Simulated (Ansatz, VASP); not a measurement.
## Two plane-wave programs on Mg2CdSe3

```
Mg Cd Se
1.0
     4.37434    0.00000    0.00000
    -2.18717    3.78829    0.00000
     0.00000    0.00000   10.69115
Mg Cd Se
2 1 3
Direct
  0.66667 0.33333 0.33519
  0.33333 0.66667 0.66267
  0.00000 0.00000 0.00176
  0.00000 0.00000 0.25689
  0.66667 0.33333 0.58313
  0.33333 0.66667 0.91036
```

Alike in both runs: functional PBE; k mesh 6 × 6 × 4; occupations gaussian, width 0.02 eV; no spin polarisation.

Ansatz relaxed the structure, and its values are those at the end. VASP's run is a single point on that final structure, the one shown.

|  | VASP | Ansatz |
| --- | --- | --- |
| version | VASP 6.6.1 | Ansatz 0.2.0 |
| potentials or method | VASP PAW PBE potentials, release 64 (Mg, Cd, Se) | scalar-relativistic, plane waves, PAW |
| plane-wave cutoff (eV) | 520 | 420 |
| valence electrons in the cell | 34 | 88 |

|  | VASP | Ansatz | Ansatz less VASP |
| --- | --- | --- | --- |
| gap on the k mesh at the Fermi level (eV) | 1.33 | 1.33 | +0.005 |
| least direct gap on the mesh (eV) | 1.33 | 1.33 | +0.005 |
| pressure (GPa) | -2.3 | -2.3 | -0.03 |
| rms of the force components (eV/Å) | 0.009 | 0.000 | -0.0089 |

The two sets of potentials don't hold the same shells in valence.

A k mesh can miss the band edges.
